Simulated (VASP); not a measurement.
GdN:

```xyz
4
Lattice="2.5050 2.5050 5.0100 5.0100 2.5050 2.5050 2.5050 5.0100 2.5050" Properties=species:S:1:pos:R:3 pbc="T T T"
Gd    0.0000    0.0000    0.0000
Gd    5.0100    5.0100    5.0100
N     2.5050    2.5050    2.5050
N     7.5150    7.5150    7.5150
```

The cell comes from a database or a generator and needn't be the stable form of this composition.

Base run:

```yaml
Program: VASP 6.6.1
Functional: PBE
Potentials_or_basis: VASP PAW PBE potentials, release 64 (Gd, N)
Cutoff: 520 eV
k_mesh: 7 × 7 × 7
Occupations: fermi-dirac, width 0.05 eV
Spin: collinear spin, antiferromagnetic start
Starting_moments: "[7.0, -7.0, 0.0, 0.0] μB"
Hubbard_terms: Gd f U = 6 eV
```

Its results: band gap on the k mesh 0.19 eV; pressure -0.2 GPa; net moment 0.00 μB per cell; site moments Gd +6.86, -6.86; N +0.00 μB.

Q: The run is repeated on the same cell with these changes: spin from collinear spin, antiferromagnetic start to collinear spin, ferromagnetic start; moments at the start from [7.0, -7.0, 0.0, 0.0] to [7.0, 7.0, 0.0, 0.0]. What comes out?

A: Band gap on the k mesh none (metal or under the smearing width); pressure -0.4 GPa; net moment 14.00 μB per cell; site moments Gd +6.87; N -0.11 μB.

Caveats: spin-orbit coupling is left out, which moves the levels of the heavy elements; an odd mesh through Γ misses points on the zone boundary, where band edges often lie (some runs).

Not every run made on this cell is shown here.
